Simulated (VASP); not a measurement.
OSZICAR of a VASP run on YTe (relaxed from the rock salt structure, space group Fm-3m):

### OSZICAR
```
       N       E                     dE             d eps       ncg     rms          rms(c)
DAV:   1     0.496277314397E+02    0.49628E+02   -0.64740E+03   696   0.970E+02
DAV:   2    -0.855940212272E+01   -0.58187E+02   -0.56186E+02   848   0.187E+02
DAV:   3    -0.122501655990E+02   -0.36908E+01   -0.36098E+01  1000   0.379E+01
DAV:   4    -0.124240430649E+02   -0.17388E+00   -0.17370E+00  1060   0.840E+00
DAV:   5    -0.124268735700E+02   -0.28305E-02   -0.28298E-02   960   0.104E+00    0.105E+01
DAV:   6    -0.114588125106E+02    0.96806E+00   -0.24076E+00   932   0.674E+00    0.879E+00
DAV:   7    -0.113575536491E+02    0.10126E+00   -0.74820E-01  1104   0.376E+00    0.498E+00
DAV:   8    -0.113578157063E+02   -0.26206E-03   -0.15730E-01   952   0.199E+00    0.480E-01
DAV:   9    -0.113494402659E+02    0.83754E-02   -0.81159E-02   960   0.121E+00    0.240E-01
DAV:  10    -0.113490670600E+02    0.37321E-03   -0.31731E-03  1008   0.314E-01    0.172E-01
DAV:  11    -0.113488736119E+02    0.19345E-03   -0.32503E-03   876   0.291E-01    0.736E-02
DAV:  12    -0.113488603606E+02    0.13251E-04   -0.14292E-04   924   0.824E-02    0.385E-02
DAV:  13    -0.113488439301E+02    0.16431E-04   -0.54071E-05   916   0.378E-02    0.156E-02
DAV:  14    -0.113488428486E+02    0.10815E-05   -0.20715E-06   804   0.101E-02    0.108E-02
DAV:  15    -0.113488416535E+02    0.11951E-05   -0.22779E-06   872   0.927E-03    0.194E-03
DAV:  16    -0.113488415475E+02    0.10598E-06    0.83527E-07   564   0.280E-03
   1 F= -.11348842E+02 E0= -.11348321E+02  d E =-.113488E+02
       N       E                     dE             d eps       ncg     rms          rms(c)
DAV:   1    -0.361335463758E+02   -0.24785E+02   -0.51807E+02   736   0.178E+02    0.400E+01
DAV:   2    -0.179149525305E+02    0.18219E+02   -0.24046E+01   716   0.445E+01    0.138E+01
DAV:   3    -0.127731739668E+02    0.51418E+01   -0.20601E+01  1136   0.300E+01    0.939E+00
DAV:   4    -0.128767417804E+02   -0.10357E+00   -0.55839E-01  1036   0.466E+00    0.610E+00
DAV:   5    -0.130508509297E+02   -0.17411E+00   -0.56862E-01  1104   0.295E+00    0.156E+00
DAV:   6    -0.130666461195E+02   -0.15795E-01   -0.20661E-02   872   0.907E-01    0.828E-01
DAV:   7    -0.130785684665E+02   -0.11922E-01   -0.29776E-02  1172   0.890E-01    0.319E-01
DAV:   8    -0.130803689197E+02   -0.18005E-02   -0.44894E-03   860   0.559E-01    0.196E-01
DAV:   9    -0.130801323953E+02    0.23652E-03   -0.95524E-04  1136   0.235E-01    0.417E-02
DAV:  10    -0.130801333787E+02   -0.98335E-06   -0.16408E-05   896   0.344E-02    0.363E-02
DAV:  11    -0.130801342862E+02   -0.90751E-06   -0.33971E-07   592   0.482E-03
   2 F= -.13080134E+02 E0= -.13078656E+02  d E =-.173129E+01
       N       E                     dE             d eps       ncg     rms          rms(c)
DAV:   1    -0.131151468976E+02   -0.35014E-01   -0.68457E-01   820   0.639E+00    0.133E+00
DAV:   2    -0.130929338905E+02    0.22213E-01   -0.75034E-02   840   0.224E+00    0.788E-01
DAV:   3    -0.130837245025E+02    0.92094E-02   -0.42676E-02  1108   0.132E+00    0.634E-01
DAV:   4    -0.130845097866E+02   -0.78528E-03   -0.23973E-03   848   0.411E-01    0.307E-01
DAV:   5    -0.130849518172E+02   -0.44203E-03   -0.17092E-03  1196   0.176E-01    0.565E-02
DAV:   6    -0.130849970638E+02   -0.45247E-04   -0.66007E-05   804   0.553E-02    0.326E-02
DAV:   7    -0.130850132865E+02   -0.16223E-04   -0.32710E-05  1128   0.278E-02    0.127E-02
DAV:   8    -0.130850132212E+02    0.65288E-07   -0.62698E-07   548   0.549E-03
   3 F= -.13085013E+02 E0= -.13083585E+02  d E =-.173617E+01
```

Problem. Which electronic solver shows in the log?

Solution. It is blocked Davidson (ALGO = Normal, or the opening steps of other solvers). The INCAR had ALGO = Normal.

Problem. Can the final energy be trusted as converged?

Solution. Self-consistency was reached. It stopped with EDIFF = 1E-6, NELM = 100, NSW = 60 and EDIFFG = -0.01 after 3 ionic steps (PBEsol GGA, plane waves, VASP's PBE PAW potentials (set 64)). Energy and stress use the plane-wave basis of the starting cell.

The structure was generated: YTe was put into the rock salt type (Fm-3m), which need not be its known phase. This run relaxes it. Symmetry was kept, so distortions that lower it aren't found. The electron count is odd and the run is not spin-polarised, which forces a metal. VASP warned that the highest band is occupied, so more bands are needed.
